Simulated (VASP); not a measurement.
# Mo: formation energy of interstitial H, part 3 of 4

Aim: the formation energy and local structure of interstitial H in Mo.

VASP 6.6.1, plane waves and PAW; the level of theory is named at each step.

So far. Step 2 (Relaxing the host crystal): The run ended after 3 ionic steps, 0.011 eV below its first step, once forces and stress met EDIFFG = -0.02. Step 3 (The perfect supercell): The host is treated as a metal, as its relaxation found a gap under 0.3 eV or none, and only the neutral defect is run.

### 4. Relaxing the atoms

This step: PBEsol; plane waves and PAW (H) (VASP 6.6.1).

System of this step: H2. The cell holds 2 atoms: 2 H. Its edges and angles: a = 11.000 Å, b = 11.500 Å, c = 13.000 Å, α = 90.0°, β = 90.0°, γ = 90.0°. Vacuum lies along a, b and c.

The reference for H is the H2 molecule, relaxed in a box at the cutoff of the large cell.

The input, INCAR:

```
SYSTEM = H
PREC = Normal
ENCUT = 300
EDIFF = 1E-05
NELM = 120
ISMEAR = 0
SIGMA = 0.01
LREAL = Auto
ALGO = Fast
GGA = PS
NBANDS = 7
LORBIT = 11
LWAVE = .FALSE.
LCHARG = .FALSE.
NCORE = 8
IBRION = 2
NSW = 20
ISIF = 2
EDIFFG = -0.03
POTIM = 0.4
MAXMIX = 40
ISYM = 0
```

The input, POSCAR:

```
H
1.0
   11.0000000000      0.0000000000      0.0000000000
    0.0000000000     11.5000000000      0.0000000000
    0.0000000000      0.0000000000     13.0000000000
H
2
Direct
    0.5000000000      0.5000000000      0.4715384600
    0.5000000000      0.5000000000      0.5284615400
```

The input, KPOINTS:

```
Automatic mesh
0
Gamma
1 1 1
0 0 0
```

The projector-augmented-wave data sets are H (PBE family, release 64).

Launch:

```console
mpirun -np 8 vasp_gam
```

Log:

```text
[banner, memory and clock lines left out]
running    8 mpi-ranks, on    1 nodes
 distrk:  each k-point on    8 cores,    1 groups
 distr:  one band on    8 cores,    1 groups

 POSCAR found type information on POSCAR H
 POSCAR found :  1 types and       2 ions
 [... a notice as in an earlier step ...]

|                                                                             |
|               ----> ADVICE to this user running VASP <----                  |
|                                                                             |
|     You have a (more or less) 'small supercell' and for smaller cells       |
|     it is recommended to use the reciprocal-space projection scheme!        |
|     The real-space optimization is not efficient for small cells and it     |
|     is also less accurate ...                                               |
|     Therefore, set LREAL=.FALSE. in the INCAR file.                         |
|                                                                             |

 [... a notice as in an earlier step ...]

 LDA part: xc-table for (Slater+PW92), standard interpolation
 POSCAR, INCAR and KPOINTS ok, starting setup
 FFT: planning ... GRIDC
 FFT: planning ... GRID_SOFT
 FFT: planning ... GRID
 WAVECAR not read
 entering main loop
       N       E                     dE             d eps       ncg     rms          rms(c)
DAV:   1    -0.269637378009E+01   -0.26964E+01   -0.46733E+02    21   0.948E+01
DAV:   2    -0.709822623316E+01   -0.44019E+01   -0.44019E+01    21   0.269E+01
DAV:   3    -0.711108322801E+01   -0.12857E-01   -0.12857E-01    28   0.200E+00
DAV:   4    -0.711108418525E+01   -0.95724E-06   -0.95724E-06    14   0.178E-02
DAV:   5    -0.711108418882E+01   -0.35735E-08   -0.35733E-08    21   0.116E-03    0.442E+00
RMM:   6    -0.668922460642E+01    0.42186E+00   -0.15469E-01    14   0.148E+00    0.246E+00
RMM:   7    -0.646380355040E+01    0.22542E+00   -0.41349E-01    14   0.255E+00    0.325E-01
RMM:   8    -0.646823140040E+01   -0.44278E-02   -0.90582E-03    14   0.473E-01    0.305E-01
RMM:   9    -0.646431245291E+01    0.39189E-02   -0.54290E-03    14   0.320E-01    0.594E-02
RMM:  10    -0.646727131219E+01   -0.29589E-02   -0.30201E-03    14   0.210E-01    0.570E-02
RMM:  11    -0.646748575547E+01   -0.21444E-03   -0.14487E-04    14   0.603E-02    0.334E-02
RMM:  12    -0.646892791918E+01   -0.14422E-02   -0.38283E-04    14   0.699E-02    0.249E-02
RMM:  13    -0.646905348826E+01   -0.12557E-03   -0.17552E-05    14   0.159E-02    0.322E-03
RMM:  14    -0.646927146376E+01   -0.21798E-03   -0.16498E-05    14   0.149E-02    0.717E-03
RMM:  15    -0.646928965006E+01   -0.18186E-04   -0.16539E-06    13   0.466E-03    0.929E-04
RMM:  16    -0.646932875727E+01   -0.39107E-04   -0.10390E-06    13   0.405E-03    0.161E-03
RMM:  17    -0.646933378155E+01   -0.50243E-05    0.00000E+00    12   0.118E-03
   1 F= -.64693338E+01 E0= -.64693338E+01  d E =-.646933E+01
 curvature:   0.00 expect dE= 0.000E+00 dE for cont linesearch  0.000E+00
 trial: gam= 0.00000 g(F)=  0.339E-01 g(S)=  0.000E+00 ort = 0.000E+00 (trialstep = 0.100E+01)
 search vector abs. value=  0.339E-01
 bond charge predicted
       N       E                     dE             d eps       ncg     rms          rms(c)
DAV:   1    -0.646385330296E+01    0.54755E-02   -0.74797E-01    14   0.456E+00    0.405E-01
RMM:   2    -0.645981740695E+01    0.40359E-02   -0.36238E-03    14   0.253E-01    0.171E-01
RMM:   3    -0.646014550400E+01   -0.32810E-03   -0.28513E-03    14   0.193E-01    0.226E-02
RMM:   4    -0.646029225031E+01   -0.14675E-03   -0.12761E-04    14   0.586E-02    0.593E-03
RMM:   5    -0.646036898092E+01   -0.76731E-04   -0.11889E-05    14   0.195E-02    0.110E-03
RMM:   6    -0.646040228990E+01   -0.33309E-04   -0.27666E-06    13   0.770E-03    0.184E-03
RMM:   7    -0.646042277920E+01   -0.20489E-04   -0.26253E-06    13   0.634E-03    0.334E-03
RMM:   8    -0.646042848174E+01   -0.57025E-05   -0.72577E-07    13   0.281E-03
   2 F= -.64604285E+01 E0= -.64604285E+01  d E =0.890530E-02
 trial-energy change:    0.008905  1 .order    0.006620   -0.033896    0.047135
 step:   0.3785(harm=  0.4183)  dis= 0.00968  next Energy=    -6.475625 (dE=-0.629E-02)
 bond charge predicted
       N       E                     dE             d eps       ncg     rms          rms(c)
DAV:   1    -0.647686040832E+01   -0.16438E-01   -0.28241E-01    14   0.276E+00    0.244E-01
RMM:   2    -0.647557733659E+01    0.12831E-02   -0.35174E-03    14   0.217E-01    0.499E-03
RMM:   3    -0.647560730626E+01   -0.29970E-04   -0.13759E-04    14   0.547E-02    0.689E-03
RMM:   4    -0.647561256795E+01   -0.52617E-05   -0.10172E-05    14   0.162E-02
   3 F= -.64756126E+01 E0= -.64756126E+01  d E =-.627879E-02
 curvature:  -0.21 expect dE=-0.118E-06 dE for cont linesearch -0.118E-06
 trial: gam= 0.00000 g(F)=  0.567E-06 g(S)=  0.000E+00 ort =-0.139E-03 (trialstep = 0.876E+00)
 search vector abs. value=  0.567E-06
 reached required accuracy - stopping structural energy minimisation
```

It took 4.6 s on 8 MPI ranks of AMD EPYC 7R43, shared host; peak memory 0.85 GiB; 31 s of CPU time.

From OUTCAR (step 4):

```text
 Found      1 irreducible k-points:

   k-points           NKPTS =      1   k-points in BZ     NKDIM =      1   number of bands    NBANDS=      7

   dimension x,y,z NGX =    48 NGY =   50 NGZ =   56
   dimension x,y,z NGXF=    96 NGYF=  100 NGZF=  112

   ENCUT  =  300.0 eV  22.05 Ry    4.70 a.u.  15.53 16.24 18.36*2*pi/ulx,y,z

   NELECT =       2.0000    total number of electrons

 E-fermi : -10.0291

 k-point     1 :       0.0000    0.0000    0.0000
  band No.  band energies     occupation
      1     -10.0949      2.00000
      2      -0.1262      0.00000
      3       0.2767      0.00000
      4       0.7812      0.00000
      5       0.7931      0.00000
      6       0.8674      0.00000
    ...

  Total       -0.3178236     -0.3198327     -0.3480453     -0.0000000      0.0000000      0.0000000
  in kB       -0.3096441     -0.3116015     -0.3390880     -0.0000000      0.0000000      0.0000000
  external PRESSURE =      -0.3201112 kB  Pullay stress =       0.0000000 kB

  energy-cutoff  :      300.00
  volume of cell :     1644.50
      direct lattice vectors                 reciprocal lattice vectors
    11.000000000  0.000000000  0.000000000     0.090909091  0.000000000  0.000000000
     0.000000000 11.500000000  0.000000000     0.000000000  0.086956522  0.000000000
     0.000000000  0.000000000 13.000000000     0.000000000  0.000000000  0.076923077

 POSITION                                       TOTAL-FORCE (eV/Angst)
 -----------------------------------------------------------------------------------
      5.50000      5.75000      6.12032        -0.000000     -0.000000      0.002710
      5.50000      5.75000      6.87968         0.000000      0.000000     -0.002710
 -----------------------------------------------------------------------------------
    total drift:                                0.000000     -0.000000     -0.000005

  FREE ENERGIE OF THE ION-ELECTRON SYSTEM (eV)
  ---------------------------------------------------
  free  energy   TOTEN  =        -6.4756125680 eV

  energy  without entropy=       -6.4756125680  energy(sigma->0) =       -6.47561257

 total charge
# of ion       s       p       d       tot
------------------------------------------
    1        0.601   0.025   0.000   0.627
    2        0.601   0.025   0.000   0.627
--------------------------------------------------
tot          1.203   0.051   0.000   1.253

[... 1 part as in an earlier step ...]

[... 3 further parts left out ...]
```

The steps of the relaxation:

```tsv
step	energy less that of the first step (eV)	largest force (eV/Å)
1	0.0000	0.6627
2	0.0089	0.9215
3	-0.0063	0.0027
```

The relaxed structure:

```xyz
2
Lattice="11.0000 0.0000 0.0000 0.0000 11.5000 0.0000 0.0000 0.0000 13.0000" Properties=species:S:1:pos:R:3
H     5.5000    5.7500    6.1203
H     5.5000    5.7500    6.8797
```

This step gave:

- electronic cycles: 29
- electrons: 2
- free energy (TOTEN): -6.476 eV
- gap between the highest filled and lowest empty level: 9.969 eV

The run ended after 3 ionic steps, 0.006 eV below its first step, once the forces on the free atoms met EDIFFG = -0.03.

Energy at zero smearing: -6.47561 eV.

(Part 3 of 4 ends here.)

[Lines on the potential files, build, host, timing and source positions are cut from VASP's logs without a mark.]

[Logs are printed without paths, hosts, clocks, repeated set-up lines and the standing remarks that a program may print on its own settings, such as how far it seeks lower states.]

[Hosts, paths, dates, database ids (printed as entryN), source tags and the programs' standing remarks are cut or masked in the printed files.]

[In band tables of VASP the shares of atoms and orbitals are scaled to a sum of 1 inside the atoms' spheres.]

[Runs that stopped without an error message from VASP are left out.]
